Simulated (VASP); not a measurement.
Computed with PBEsol GGA, VASP's PBE PAW potentials (set 64) (plane waves; VASP 6.6.1).

VASP input:

File KPOINTS:
```
K-points
0
G
15 15 8
0 0 0
```

POSCAR:
```
Ti
1
    1.3831459860    -2.3956791965    -0.0000000000
    1.3831459860     2.3956791965    -0.0000000000
   -0.0000000000     0.0000000000     4.3960566070
Ti
2
Direct
  0.3333330000   0.6666670000   0.2500000000
  0.6666670000   0.3333330000   0.7500000000
```

**INCAR**
```
SYSTEM  =  Ti
PREC  =  Accurate; ENCUT  =  500; LREAL  =  .FALSE.
LASPH  =  .TRUE.
EDIFF  =  1E-6; NELM  =  100; ALGO  =  Normal
LMAXMIX  =  4
ISMEAR  =  1; SIGMA  =  0.1
GGA  =  PS
IBRION  =  2; NSW  =  40; ISIF  =  3
EDIFFG  =  -0.02; PSTRESS  =  200
LWAVE  =  .FALSE.; LCHARG  =  .FALSE.
```

POTCAR, in this order: Ti_sv (PBE.64 set). Program: vasp_std.

The run wrote:

File OSZICAR:
```
       N       E                     dE             d eps       ncg     rms          rms(c)
DAV:   1     0.242695974295E+03    0.24270E+03   -0.13415E+04  4328   0.190E+03
DAV:   2     0.101372273912E+02   -0.23256E+03   -0.23122E+03  4384   0.490E+02
DAV:   3    -0.171926117184E+02   -0.27330E+02   -0.27084E+02  8496   0.137E+02
DAV:   4    -0.181128157715E+02   -0.92020E+00   -0.92019E+00  4376   0.270E+01
DAV:   5    -0.181593070990E+02   -0.46491E-01   -0.46491E-01  6912   0.417E+00    0.151E+01
DAV:   6    -0.164118259480E+02    0.17475E+01   -0.58688E+00  5368   0.304E+01    0.446E+00
DAV:   7    -0.163996928213E+02    0.12133E-01   -0.90889E-01  6408   0.876E+00    0.222E+00
DAV:   8    -0.164444379071E+02   -0.44745E-01   -0.28739E-01  4944   0.702E+00    0.826E-01
DAV:   9    -0.164345461120E+02    0.98918E-02   -0.54274E-02  5056   0.304E+00    0.114E-01
DAV:  10    -0.164350623691E+02   -0.51626E-03   -0.36156E-03  6208   0.500E-01    0.839E-02
DAV:  11    -0.164350312311E+02    0.31138E-04   -0.27432E-04  6008   0.166E-01    0.237E-02
DAV:  12    -0.164350243195E+02    0.69117E-05   -0.27984E-05  6536   0.566E-02    0.642E-03
DAV:  13    -0.164350239784E+02    0.34107E-06   -0.19812E-06  3488   0.187E-02
   1 F= -.12798308E+02 E0= -.12798660E+02  d E =-.127983E+02
```

OUTCAR:
```
------------------------ aborting loop because EDIFF is reached ----------------------------------------
  FORCE on cell =-STRESS in cart. coord.  units (eV):
  Direction    XX          YY          ZZ          XY          YZ          ZX
  --------------------------------------------------------------------------------------
  Total        3.6694495      3.6694497      3.6752830      0.0000000      0.0000000      0.0000000
  in kB      201.8001779    201.8001904    202.1209888      0.0000000      0.0000000      0.0000000
  external PRESSURE =       1.9071190 kB  Pullay stress =     200.0000000 kB
  volume of cell :       29.13
      direct lattice vectors                 reciprocal lattice vectors
     1.383145986 -2.395679197  0.000000000     0.361494741 -0.208709080  0.000000000
     1.383145986  2.395679197  0.000000000     0.361494741  0.208709080  0.000000000
     0.000000000  0.000000000  4.396056607     0.000000000  0.000000000  0.227476598
 POSITION                                       TOTAL-FORCE (eV/Angst)
 -----------------------------------------------------------------------------------
      1.38315      0.79856      1.09901        -0.000000      0.000000      0.000000
      1.38315     -0.79856      3.29704         0.000000      0.000000      0.000000
 -----------------------------------------------------------------------------------
    total drift:                               -0.000000      0.001029     -0.000020
  FREE ENERGIE OF THE ION-ELECTRON SYSTEM (eV)
  ---------------------------------------------------
  free  energy   TOTEN  =       -16.4350239784 eV

  energy  without entropy=      -16.4360804471  energy(sigma->0) =      -16.43537613
  enthalpy is  TOTEN    =       -12.7983081453 eV   P V=        3.6367158331

 reached required accuracy - stopping structural energy minimisation
```
(Selected blocks of OUTCAR.)

The compound is Ti in the hcp structure. It was relaxed first under an external pressure of 20 GPa.
